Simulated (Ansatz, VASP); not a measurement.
# YbTl: VASP beside Ansatz

Aim: how closely do two programs agree when they are given the same cell, functional and k mesh? The two relaxations start from unlike cells of this crystal (the structure described is Ansatz's start), so only their ends are compared.

Calculated with Ansatz 0.2.0; plane waves, with VASP 6.6.1 beside it; relaxation of cell and atoms at PBEsol.

## 1. The starting structure

It takes space group Pm-3m (No. 221, cubic). The conventional cell has a = 3.762 Å, b = 3.762 Å, c = 3.762 Å, α = 90.00°, β = 90.00°, γ = 90.00°. Nearest to Yb lie 8 Tl at 3.26 Å. Tl has 8 Yb at 3.26 Å nearest. Farther neighbours are not listed.

## 2. VASP: relaxation of cell and atoms, PBEsol

The relaxed volume is the usual yardstick between codes: in a stiff, nearly cubic crystal its relative difference is about their pressure difference at one cell divided by the bulk modulus.

Lines of VASP's logs that name or quote its potential files are left out, and so is its time.

Contents of INCAR:

```
SYSTEM = YbTl
PREC = Accurate
ENCUT = 600
EDIFF = 1E-07
NELM = 200
ISMEAR = 1
SIGMA = 0.2
LREAL = .FALSE.
ALGO = Normal
GGA = PS
NBANDS = 24
LASPH = .TRUE.
LORBIT = 11
LWAVE = .FALSE.
LCHARG = .FALSE.
ISIF = 3
IBRION = 2
NSW = 80
EDIFFG = -0.005
GGA_COMPAT = .FALSE.
NELMIN = 4
LMAXMIX = 6
KPAR = 2
```

Contents of POSCAR:

```
YbTl
1.0
    3.7478074964      0.0000000000      0.0000000000
    0.0000000000      3.7478074964      0.0000000000
    0.0000000000      0.0000000000      3.7478074964
Yb Tl
1 1
Direct
    0.5000000000      0.5000000000      0.5000000000
    0.0000000000      0.0000000000      0.0000000000
```

Contents of KPOINTS:

```
Automatic mesh
0
Gamma
12 12 12
0 0 0
```

The projector-augmented-wave data sets are Yb and Tl_d (PBE family, release 64).

Started as:

```sh
mpirun -np 2 vasp_std
```

Numbers of over 12 decimals in the logs are rounded to 6 here.

Output:

```text
[banner, memory and clock lines left out]
running    2 mpi-ranks, on    1 nodes
 distrk:  each k-point on    1 cores,    2 groups
 distr:  one band on    1 cores,    1 groups

 POSCAR found type information on POSCAR YbTl
 POSCAR found :  2 types and       2 ions
|                                                                             |
|               ----> ADVICE to this user running VASP <----                  |
|                                                                             |
|     You enforced a specific xc type in the INCAR file but a different       |
|     [... a line on the potential file left out ...]
|     I HOPE YOU KNOW WHAT YOU ARE DOING!                                     |
|                                                                             |

 LDA part: xc-table for (Slater+PW92), standard interpolation
 POSCAR, INCAR and KPOINTS ok, starting setup
 FFT: planning ... GRIDC
 FFT: planning ... GRID_SOFT
 FFT: planning ... GRID
 WAVECAR not read
 entering main loop
       N       E                     dE             d eps       ncg     rms          rms(c)
DAV:   1     0.239869529116E+03    0.23987E+03   -0.15794E+04  5864   0.107E+04
DAV:   2     0.190159771802E+02   -0.22085E+03   -0.21488E+03  5984   0.933E+02
DAV:   3    -0.405209985140E+01   -0.23068E+02   -0.22786E+02  6416   0.147E+02
DAV:   4    -0.739049007637E+01   -0.33384E+01   -0.33196E+01  7664   0.372E+01
DAV:   5    -0.769188423257E+01   -0.30139E+00   -0.30106E+00  6728   0.123E+01    0.237E+01
DAV:   6    -0.846010120263E+01   -0.76822E+00   -0.86447E+00  6248   0.662E+01    0.335E+01
DAV:   7    -0.762899945161E+01    0.83110E+00   -0.62545E-01  5848   0.274E+01    0.215E+01
DAV:   8    -0.115376161704E+02   -0.39086E+01   -0.17721E+01  4656   0.626E+01    0.515E+01
DAV:   9    -0.744305750734E+01    0.40946E+01   -0.38723E+00  4096   0.932E+01    0.381E+00
DAV:  10    -0.745122785968E+01   -0.81704E-02   -0.25530E-01  6928   0.567E+00    0.266E+00
DAV:  11    -0.745683148600E+01   -0.56036E-02   -0.21365E-02  7080   0.252E+00    0.248E+00
DAV:  12    -0.745882870659E+01   -0.19972E-02   -0.29330E-03  7368   0.828E-01    0.270E+00
DAV:  13    -0.745513053548E+01    0.36982E-02   -0.49076E-03  6888   0.220E+00    0.237E+00
DAV:  14    -0.745249769671E+01    0.26328E-02   -0.19556E-03  7048   0.132E+00    0.157E+00
[...]
DAV:  18    -0.745042656483E+01    0.91098E-04   -0.93806E-05  6792   0.235E-01    0.151E-01
DAV:  19    -0.745040223196E+01    0.24333E-04   -0.16010E-05  7096   0.103E-01    0.112E-01
DAV:  20    -0.745038535515E+01    0.16877E-04   -0.11188E-05  6064   0.106E-01    0.579E-02
DAV:  21    -0.745037908948E+01    0.62657E-05   -0.10229E-05  6920   0.791E-02    0.146E-02
DAV:  22    -0.745037854126E+01    0.54822E-06   -0.16362E-06  5824   0.187E-02    0.137E-02
DAV:  23    -0.745037823416E+01    0.30710E-06   -0.17742E-07  3424   0.154E-02    0.117E-02
DAV:  24    -0.745037808743E+01    0.14674E-06   -0.19736E-07  3488   0.145E-02    0.609E-03
DAV:  25    -0.745037808826E+01   -0.83401E-09   -0.21570E-07  4528   0.547E-03
   1 F= -.74503781E+01 E0= -.74860967E+01  d E =-.745038E+01
[... from here on, the cycles between the ionic steps are left out ...]
  15 F= -.74505111E+01 E0= -.74862146E+01  d E =0.405101E-04
  16 F= -.74505519E+01 E0= -.74862437E+01  d E =-.298748E-06
  17 F= -.74505539E+01 E0= -.74862324E+01  d E =-.229898E-05
  18 F= -.74505524E+01 E0= -.74862437E+01  d E =-.751044E-06
  19 F= -.74505521E+01 E0= -.74862485E+01  d E =-.453912E-06
  20 F= -.74505521E+01 E0= -.74862447E+01  d E =-.492149E-06
  21 F= -.74505521E+01 E0= -.74862526E+01  d E =-.465608E-06
 curvature:  -0.00 expect dE=-0.384E-07 dE for cont linesearch -0.384E-07
 ZBRENT: interpolating
 opt :   0.0221  next Energy=    -7.450552 (dE=-0.527E-06)
 bond charge predicted
       N       E                     dE             d eps       ncg     rms          rms(c)
DAV:   1    -0.745055222702E+01   -0.11195E-06   -0.32966E-07  3760   0.139E-02    0.627E-03
DAV:   2    -0.745055629703E+01   -0.40700E-05   -0.65595E-06  4240   0.976E-02    0.410E-02
DAV:   3    -0.745055216058E+01    0.41365E-05   -0.59753E-06  4648   0.929E-02    0.289E-03
DAV:   4    -0.745055213671E+01    0.23867E-07   -0.49913E-08  2192   0.609E-03
  22 F= -.74505521E+01 E0= -.74862471E+01  d E =-.486394E-06
 curvature:  -0.00 expect dE=-0.495E-10 dE for cont linesearch -0.495E-10
 trial: gam= 0.00000 g(F)=  0.215E-63 g(S)=  0.868E-07 ort =-0.375E-05 (trialstep = 0.678E+00)
 search vector abs. value=  0.869E-07
 reached required accuracy - stopping structural energy minimisation
```

Parts of OUTCAR (step 2):

```text
ion  position               nearest neighbor table
   1  0.500  0.500  0.500-   2 3.25   2 3.25   2 3.25   2 3.25   2 3.25   2 3.25   2 3.25   2 3.25

  LATTYP: Found a simple cubic cell.
 ALAT       =     3.7478074964

 Subroutine GETGRP returns: Found 48 space group operations
 (whereof 48 operations were pure point group operations)

The static configuration has the point symmetry O_h .

 Found     84 irreducible k-points:

   k-points           NKPTS =     84   k-points in BZ     NKDIM =     84   number of bands    NBANDS=     24

   dimension x,y,z NGX =    30 NGY =   30 NGZ =   30
   dimension x,y,z NGXF=    60 NGYF=   60 NGZF=   60

   ENCUT  =  600.0 eV  44.10 Ry    6.64 a.u.   7.49  7.49  7.49*2*pi/ulx,y,z

   NELECT =      37.0000    total number of electrons

 k-points in reciprocal lattice and weights: Automatic mesh
   0.00000000  0.00000000  0.00000000       0.001
   0.08333333  0.00000000  0.00000000       0.003
   0.16666667  0.00000000  0.00000000       0.003
   0.25000000  0.00000000  0.00000000       0.003
   0.33333333  0.00000000  0.00000000       0.003
   0.41666667  0.00000000  0.00000000       0.003
   0.50000000  0.00000000  0.00000000       0.002
   0.08333333  0.08333333  0.00000000       0.007
   0.16666667  0.08333333  0.00000000       0.014
[...]
0.50000000  0.50000000  0.41666667       0.003
   0.50000000  0.50000000  0.50000000       0.001

 average (electrostatic) potential at core
       1 -31.7475       2 -84.4619

 E-fermi :   4.9407

 k-point     1 :       0.0000    0.0000    0.0000
  band No.  band energies     occupation
    ...
     13       4.6957      2.07092
     14       4.7074      2.06978
     15       4.7074      2.06978
     16       4.7074      2.06978
     17       4.7233      2.06395
     18       5.9500     -0.00000
     19       5.9500     -0.00000
     20       8.3833     -0.00000
     21       8.3833     -0.00000
     22       8.3833     -0.00000
    ...

 k-point     2 :       0.0833    0.0000    0.0000
  band No.  band energies     occupation
    ...
     13       4.7000      2.07077
     14       4.7058      2.07008
     15       4.7096      2.06930
     16       4.7096      2.06930
     17       4.7235      2.06381
     18       5.7038     -0.00000
     19       5.9639     -0.00000
     20       7.9471     -0.00000
     21       8.1566     -0.00000
     22       8.1566     -0.00000
    ...

 k-point     3 :       0.1667    0.0000    0.0000
  band No.  band energies     occupation
    ...
     14       4.7109      2.06896
     15       4.7173      2.06679
     16       4.7173      2.06679
     17       4.7242      2.06344
     18       4.9746      0.71815
     19       6.0027     -0.00000
     20       7.6979     -0.00000
     21       7.6979     -0.00000
     22       7.8924     -0.00000
     23      10.3020      0.00000
    ...

  Total        0.0010954      0.0010954      0.0010954      0.0000000      0.0000000      0.0000000
  in kB        0.0331658      0.0331658      0.0331658      0.0000000      0.0000000      0.0000000
  external PRESSURE =       0.0331658 kB  Pullay stress =       0.0000000 kB

  energy-cutoff  :      600.00
  volume of cell :       52.92
      direct lattice vectors                 reciprocal lattice vectors
     3.754320119 -0.000000000  0.000000000     0.266359812  0.000000000  0.000000000
    -0.000000000  3.754320119 -0.000000000     0.000000000  0.266359812  0.000000000
    -0.000000000 -0.000000000  3.754320119    -0.000000000  0.000000000  0.266359812

 POSITION                                       TOTAL-FORCE (eV/Angst)
 -----------------------------------------------------------------------------------
      1.87716      1.87716      1.87716        -0.000000     -0.000000      0.000000
      0.00000      0.00000      0.00000         0.000000      0.000000      0.000000
 -----------------------------------------------------------------------------------
    total drift:                                0.000000      0.000000      0.000000

  FREE ENERGIE OF THE ION-ELECTRON SYSTEM (eV)
  ---------------------------------------------------
  free  energy   TOTEN  =        -7.4505521367 eV

  energy  without entropy=       -7.5576371173  energy(sigma->0) =       -7.48624713

 reached required accuracy - stopping structural energy minimisation

 total charge
# of ion       s       p       d       f       tot
--------------------------------------------------
    1        2.161   6.028   0.330  13.620  22.140
    2        1.087   0.669   9.595   0.000  11.351
--------------------------------------------------
tot          3.248   6.697   9.925  13.620  33.491

[... 3 further parts left out ...]
```

CONTCAR:

```
YbTl
   1.00000000000000
     3.7543201191625388   -0.0000000000000000    0.0000000000000000
    -0.0000000000000000    3.7543201191625388   -0.0000000000000000
    -0.0000000000000000   -0.0000000000000000    3.7543201191625388
  Yb              Tl
     1     1
Direct
     0.5000000000000000    0.5000000000000000    0.5000000000000000
     0.0000000000000000    0.0000000000000000    0.0000000000000000
```

This run has no spin polarisation. Its electron count is odd, so without a moment it is a metal by construction. The run keeps the 48 symmetry operations of its start, so it cannot find a distortion of lower symmetry.

## 3. Ansatz: relaxation of cell and atoms, PBEsol

Ansatz runs on its default PAW (the set named soft_2) files.

Its own start cell and the same functional, mesh and smearing now go to Ansatz, which takes its cutoff from its data sets.

Contents of input.yaml:

```yaml
crystal:
  lattice:
    - [3.7618620813, 0.0, 0.0]
    - [0.0, 3.7618620813, 0.0]
    - [0.0, 0.0, 3.7618620813]
  atoms:
    - { symbol: Yb, position: [0.5, 0.5, 0.5] }
    - { symbol: Tl, position: [0.0, 0.0, 0.0] }
kpoints:
  mp_grid: { grid: [12, 12, 12] }
hamiltonian:
  xc: pbesol
scf:
  occupations: { method: methfessel_paxton, width: 0.2 }
output:
  forces: true
  stress: true
  eigenvalues: true
relax:
  adjacent_minimum: "off"
  f_tol: 0.001
  max_steps: 60
  cell: { stress_tol: 0.01 }
```

Started as:

```sh
ansatz run input.yaml --threads 8 --pin off --max-ram 14336MiB --backend cpu --events-out ev --progress --plain --runs-dir out
```

Output:

```text
Engine: ansatz 0.2.0, x86_64-unknown-linux-gnu
Pseudopotentials: kind: paw
Pseudopotential: Yb, paw, valence charge 24, recommended cutoff 420 eV (normal), Yb.paw.azcp
Pseudopotential: Tl, paw, valence charge 13, recommended cutoff 420 eV (normal), Tl.paw.azcp
Functional definition: PBEsol
  exchange = pbesol_x
  correlation = pbesol_c
Crystal: 2 atoms, lattice volume = 53.236 Å³
Basis set: ecut = 420 eV, 1021 PW (Γ), exchange–correlation on 54×54×54 points (8 copies of the dense FFT grid, shifted against one another)
Bands: 23, of which v1, the nominal top of the filled ones, is band 19 counted from 1 (18 counted from 0)
Symmetry: 48 space group operations
Space group: Pm-3m (ITA 221), of the structure as read, at distance tolerance 3.8e-5 Å
k-points: 84 of 1728
Non-local potential: Yb, projectors of the file, l = 0: 3, l = 1: 2, l = 2: 2, l = 3: 3
Non-local potential: Tl, projectors of the file, l = 0: 2, l = 1: 2, l = 2: 2, l = 3: 1
PAW form: soft (Blöchl's): semilocal exchange-correlation on the pseudo side does not see the compensation charge
PAW frozen core: Yb, regenerated for the run's functional, and the local potential with it (the file was generated under x = pbe(κ = 0.804, μ = 0.219515), c = pbe(β = 0.066725))
PAW frozen core: Tl, regenerated for the run's functional, and the local potential with it (the file was generated under x = pbe(κ = 0.804, μ = 0.219515), c = pbe(β = 0.066725))
PAW one-centre angular grid: Yb, 590 points (default); XC on 64 Gauss nodes
PAW one-centre angular grid: Tl, 590 points (default); XC on 64 Gauss nodes
Initial density: superposition of atomic densities (chi_scale 0.1, normalization cell)
Initial wavefunctions: pseudopotential atomic-orbital guess
Functional: x = pbesol(κ = 0.804, μ = 0.123457), c = pbesol(β = 0.046)
SCF iter   1: F=—  HF=-24973.217629 eV  |F-HF|=—  |Δ(HF+E_count)|=         —  Δρ=4.34e-2  dr2=9.99e-1  ethr=3.10e-3  ⟨swp⟩=5.4  Hψ=8602  notcnv=0
preconditioner: auto → Kerker (q_TF=auto, 2.568 Å⁻¹)  [metal: Δε(μ)=0.011 eV  Ē_g=10.714 eV  σ=0.200 eV  W_gap=0.05  n_scr=18 (ndim 8)  ℏωp=30.1 eV  f_vac=0.000  D(μ)=4.42/eV (n_scr^D=56)]
SCF iter   2: F=—  HF=-24973.099075 eV  |F-HF|=—  |Δ(HF+E_count)|=   1.19e-1  S|Δr|=    0.00e0  Δρ=1.97e-2  dr2=1.94e-1  ethr=2.70e-3  ⟨swp⟩=1.9  Hψ=2747  notcnv=0  defer=1
SCF iter   3: F=—  HF=-24973.084690 eV  |F-HF|=—  |Δ(HF+E_count)|=   1.44e-2  S|Δr|=    0.00e0  Δρ=4.75e-3  dr2=8.26e-3  ethr=5.25e-4  ⟨swp⟩=2.0  Hψ=2731  notcnv=0  defer=1
SCF iter   4: F=—  HF=-24973.085738 eV  |F-HF|=—  |Δ(HF+E_count)|=   1.05e-3  S|Δr|=    0.00e0  Δρ=1.73e-3  dr2=1.76e-3  ethr=2.23e-5  ⟨swp⟩=2.0  Hψ=3198  notcnv=0  defer=1
SCF iter   5: F=—  HF=-24973.085594 eV  |F-HF|=—  |Δ(HF+E_count)|=   1.44e-4  S|Δr|=    0.00e0  Δρ=8.73e-4  dr2=6.09e-4  ethr=4.77e-6  ⟨swp⟩=2.3  Hψ=3374  notcnv=0  defer=1
SCF iter   6: F=—  HF=-24973.085615 eV  |F-HF|=—  |Δ(HF+E_count)|=   2.03e-5  S|Δr|=    0.00e0  Δρ=1.81e-4  dr2=2.40e-5  ethr=1.65e-6  ⟨swp⟩=2.0  Hψ=2539  notcnv=0  defer=1
SCF iter   7: F=—  HF=-24973.085605 eV  |F-HF|=—  |Δ(HF+E_count)|=   9.89e-6  S|Δr|=    0.00e0  Δρ=9.31e-5  dr2=4.14e-6  ethr=6.47e-8  ⟨swp⟩=2.0  Hψ=3438  notcnv=0  defer=1
SCF iter   8: F=—  HF=-24973.085606 eV  |F-HF|=—  |Δ(HF+E_count)|=   1.33e-6  S|Δr|=    0.00e0  Δρ=2.52e-5  dr2=4.52e-7  ethr=1.12e-8  ⟨swp⟩=2.0  Hψ=3475  notcnv=0  defer=1
SCF iter   9: F=—  HF=-24973.085606 eV  |F-HF|=—  |Δ(HF+E_count)|=   4.71e-7  S|Δr|=    0.00e0  Δρ=1.32e-5  dr2=1.40e-7  ethr=2.70e-10  ⟨swp⟩=8.5  Hψ=11312  notcnv=0
SCF iter  10: F=-24973.085605 eV  HF=-24973.085605 eV  |F-HF|=5.58e-8  |Δ(HF+E_count)|=   2.77e-7  S|Δr|=    0.00e0  Δρ=2.63e-6  dr2=7.23e-9  ethr=2.70e-10  ⟨swp⟩=6.8  Hψ=10026  notcnv=0
SCF 1 converged in 10 iterations: F = -24973.085605 eV  dr2 = 7.23e-9
  greatest PAW one-centre occupation: 0.997 electrons in one spin orbital (limit 2), on the Yb atom at site 0 (counted from 0), in its partial waves of l = 0
relax step   1: F+E_penalty+E_count = -24973.08560517 eV  Δ(F+E_penalty+E_count) = +0.000e0 eV  max|allowed force component| = 1.381e-29 eV/Å  Δτ_max = 0.0000 Å  P = -0.179 GPa  Ω = 53.236 Å³  (10 SCF iters, dr2 threshold 1.00e-7 eV, accepted)
[...]
relax step   2: F+E_penalty+E_count = -24973.08579564 eV  Δ(F+E_penalty+E_count) = -1.905e-4 eV  max|allowed force component| = 2.551e-29 eV/Å  Δτ_max = 0.0000 Å  P = +0.014 GPa  Ω = 53.014 Å³  energy of the carried Pulay correction = +7.517e-5 eV  (5 SCF iters, dr2 threshold 8.02e-8 eV, accepted)
[...]
relax step   3: F+E_penalty+E_count = -24973.08579094 eV  Δ(F+E_penalty+E_count) = +4.697e-6 eV  max|allowed force component| = 6.968e-30 eV/Å  Δτ_max = 0.0000 Å  P = +0.000 GPa  Ω = 53.030 Å³  energy of the carried Pulay correction = +6.972e-5 eV  (6 SCF iters, dr2 threshold 4.90e-10 eV, accepted)
[...]
relax step   4: F+E_penalty+E_count = -24973.08572425 eV  Δ(F+E_penalty+E_count) = +6.669e-5 eV  max|allowed force component| = 3.681e-30 eV/Å  Δτ_max = 0.0000 Å  P = -0.000 GPa  Ω = 53.030 Å³  stress off target by 4.40e-4 GPa  SCF on the basis re-selected at this cell (its energy is not comparable with the rows above)  (6 SCF iters)
basis re-selected at this cell: Δ(F+E_penalty+E_count) = +6.669e-5 eV, ΔP = -0.001 GPa vs the last step (what re-selecting the basis moved, of the pressure what is left beyond the Pulay correction that the steps carried, after the strain that the cell walked since its last selection, with what the two solves' SCF thresholds leave and, on support functions, any second-order correction that the steps lacked; it is no m [...]
SCF converged after 6 iterations
Stability not checked: this state was not tested for a lower state beside it, because cold or Methfessel-Paxton smearing, or corrected tetrahedra, fill the levels in a way that the test cannot read (fill_not_monotonic; see scf.lower_state_search)
Free energy (F): -24973.085724 eV
Harris-Foulkes:  -24973.085724 eV  (|F-HF|=3.64e-12)
Internal energy: -24973.194568 eV  (E = F + TS)
E sigma→0 (E₀):  -24973.112935 eV
Entropy (-TS):   0.108843 eV (54.422 meV/atom)
Fermi energy:    13.109763 eV
--- Per-component energies (eV) ---
  E_band       = 103.033739
  E_kinetic    = 692.115586
  E_local      = -6810.353730  (includes V_loc(G=0)·N_el)
  E_nonlocal   = 873.001562
  E_hartree    = 2928.448101
  E_xc         = -391.920499
  E_vxc        = -346.684531  (∫ρ·V_xc dr)
  E_paw        = -17255.869313  (= ΣΔE_a)
  E_vpaw       = -161.941423  (= ΣTr[D̂ρ^β])
  E_aug_tail   = 0.000036  (compensation charges beyond the density's cutoff)
  E_ewald      = -5009.783769
  E_core_change = 1.167459  (= ΣΔE_core)
  E_smearing   = 0.108843  (= −TS)
  E_closure    = -0.000000  (closes the sum)
  Σ components = -24973.085724   (vs F -24973.085724, Δ=0.00e0)
--- Forces (eV/Å), atoms counted from 1 ---
  atom   1  Yb    -0.00000000     0.00000000    -0.00000000
  atom   2  Tl     0.00000000    -0.00000000    -0.00000000
  max |Σ_I F_I| component: 7.36e-30 eV/Å
--- Stress (GPa, compression-positive) ---
       -0.000440       0.000000       0.000000
        0.000000      -0.000440      -0.000000
        0.000000      -0.000000      -0.000440
  P = ⅓ Tr σ = -0.0004 GPa (-0.004 kbar)
--- Band table (eV; the first three rows and the last of 84) ---
  k-point 0: bands = [... 15 lower, 12.8756, 12.8911, 14.1453, 14.1453, 16.5535, 16.5535, 16.5535, 18.2127]
  k-point 1: bands = [... 15 lower, 12.8777, 12.8914, 13.8944, 14.1595, 16.1235, 16.3319, 16.3319, 18.5323]
  k-point 2: bands = [... 15 lower, 12.8855, 12.8920, 13.1515, 14.1990, 15.8796, 15.8796, 16.0781, 18.5101]
  k-point 83: bands = [... 15 lower, 12.8969, 12.9296, 12.9296, 12.9296, 13.0158, 17.6792, 17.6792, 17.6792]
--- Relaxed structure (3 steps of the walk, 3 accepted, 1 SCFs on fresh bases) ---
  F+E_penalty+E_count = -24973.08572425 eV   max|allowed force component| = 3.681e-30 eV/Å   (the final SCF, on the basis selected at the relaxed cell)
  cell:  # Å, volume = 53.0301 Å³
    - [3.756996, 0, 0]
    - [0, 3.756996, 0.0]
    - [0, 0.0, 3.756996]
  atoms:
    - { symbol: Yb, position: [0.5, 0.5, 0.5] }
    - { symbol: Tl, position: [0, 0, 0] }
```

## 4. Differences

Known differences besides the potentials themselves: the cutoff is 420 eV in Ansatz and 600 eV in VASP; Ansatz makes its cores anew for this functional, VASP keeps those of its PBE data sets; Ansatz adds a Pulay correction to the stress that steers its cell, VASP none. Total energies have different zeros and are not compared.

Both answers:

```csv
quantity,Ansatz,VASP,difference
volume (Å³),53.03,52.92,+0.21 %
"edge a after relaxation, in the typed setting (Å)",3.757,3.754,+0.07 %
```

## 5. Outcome

```
difference in volume (relaxation of cell and atoms, PBEsol) : 0.21 %
```

In words: The difference in volume is 0.21 % (relaxation of cell and atoms, PBEsol), within the 1.2 % picked in this series as the mark of a large difference, as far as the stopping tolerances let one tell. 2 further runs of this series are not shown here. Such differences can come from data sets, numerical settings and the points named under the comparisons, not from the functional's error against experiment.

[Lines on the potential files, build, host, timing and source positions are cut from VASP's logs without a mark.]

[Logs are printed without paths, hosts, clocks, repeated set-up lines and the standing remarks that a program may print on its own settings, such as how far it seeks lower states.]

[Hosts, paths, dates, database ids (printed as entryN), source tags and the programs' standing remarks are cut or masked in the printed files.]
